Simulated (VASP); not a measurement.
O2C, in a box:

```
O C
1.0
    12.15543    0.00000    0.00000
     0.00000   12.65543    0.00000
     0.00000    0.00000   13.15543
O C
2 1
Direct
  0.48628 0.56490 0.43708
  0.51452 0.43947 0.56656
  0.50040 0.50218 0.50183
```

Base run:

```yaml
Program: VASP 6.6.1
Functional: PBEsol
Potentials_or_basis: VASP PAW PBE potentials, release 64 (O, C)
Cutoff: 400 eV
k_mesh: 1 × 1 × 1
Occupations: gaussian, width 0.01 eV
Spin: no spin polarisation
```

Its results: gap between the frontier levels 8.12 eV; largest force 0.236 eV/Å.

The run is repeated on the same cell with these changes: functional from PBEsol to optB86b-vdW. What comes out?

Gap between the frontier levels 7.86 eV; largest force 0.094 eV/Å.

Caveats: the standard files for N, O and F lose accuracy on very short bonds; the PAW data sets were made with another functional, which shifts forces and pressure a little.

A k mesh can miss the band edges.

Not every run made on this cell is shown here.
